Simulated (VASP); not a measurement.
Input:

```xyz
2
Lattice="2.8725 0.0000 0.0000 0.0000 2.8241 0.0000 0.0000 0.0000 4.0770" Properties=species:S:1:pos:R:3 pbc="T T T"
Ti     0.0000     0.0000     0.0000
Al     1.4791     1.4121     2.0385
```

Calculation: PBE GGA + U (Dudarev), VASP's PBE PAW potentials (set 64) (plane waves; VASP 6.6.1). Numerical set-up: 400 eV cut-off, 11×12×8 Γ-centred mesh, first-order Methfessel-Paxton smearing of 0.10 eV, potentials Ti_sv Al, U − J: Ti 4.00 eV.

Q: Predict the energy per atom (σ→0), pressure, largest force, band gap (on the k-mesh) with the smallest direct gap where there is one.

A: 
* **band gap (on the k-mesh)**: none (metal, semimetal or under 0.01 eV)
* **energy per atom (σ→0)**: -454.8 kJ/mol of atoms
* **pressure**: 2.45 GPa
* **largest force**: 0.198 eV/Å

The compound is TiAl in the L1_0 structure. The cell was not relaxed at this level, atoms are displaced from their ideal sites. The run is one of a series of settings (LDAU = .TRUE., LDAUJ = 0 0, LDAUL = 2 -1, LDAUTYPE = 2, LDAUU = 4.0 0 against the base run), some of them coarse on purpose. The electron count is odd and the run is not spin-polarised, which forces a metal.
